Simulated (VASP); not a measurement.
A convergence study with VASP on ZnS (zinc blende): one setting is varied, all else stays as given below, so the limit is that of these other settings. Each run relaxes cell and ions from the cell shown. The basis is that of the starting cell, so low cut-offs carry a Pulay error.

```yaml
crystal:
  lattice:
    - [0.00000, 2.70500, 2.70500]
    - [2.70500, 0.00000, 2.70500]
    - [2.70500, 2.70500, 0.00000]
  atoms:
    - { symbol: Zn, position: [0.00000, 0.00000, 0.00000] }
    - { symbol: S, position: [0.25000, 0.25000, 0.25000] }
```

The numbers are results of PBEsol GGA, VASP's PBE PAW potentials (set 64) (plane waves; VASP), not measurements. The tightest run used: 700 eV cut-off, 7×7×7 Γ-centred mesh, Gaussian smearing of 0.050 eV, potentials Zn S.

Gaps are read on the run's mesh, which can miss a band edge.

| setting | relaxed volume (Å³/atom) | E (eV/atom) | gap on the mesh (eV) | plane waves |
|---|---|---|---|---|
| ENCUT = 200 | 16.589 | -3.9612 | 2.786 | 262 |
| ENCUT = 250 | 18.633 | -3.7991 | 2.221 | 363 |
| ENCUT = 300 | 19.211 | -3.7924 | 2.085 | 489 |
| ENCUT = 350 | 19.193 | -3.7936 | 2.093 | 609 |
| ENCUT = 400 | 19.202 | -3.7940 | 2.093 | 726 |

Problem. These are the cheaper rows. Estimate the results at ENCUT = 700, and how far the last row shown lies from them.

Solution. 
```json
[
 {"quantity": "relaxed volume (Å³/atom)", "tightest run": "19.264", "last row shown is off by": "-0.062"},
 {"quantity": "E (eV/atom)", "tightest run": "-3.7941", "last row shown is off by": "0.0001"},
 {"quantity": "gap on the mesh (eV)", "tightest run": "2.081", "last row shown is off by": "0.013"}
]
```

Left out are rungs that failed or repeat a setting and relaxations that didn't move; long series are thinned to 24 rows.

The compound is ZnS in the zinc blende structure.
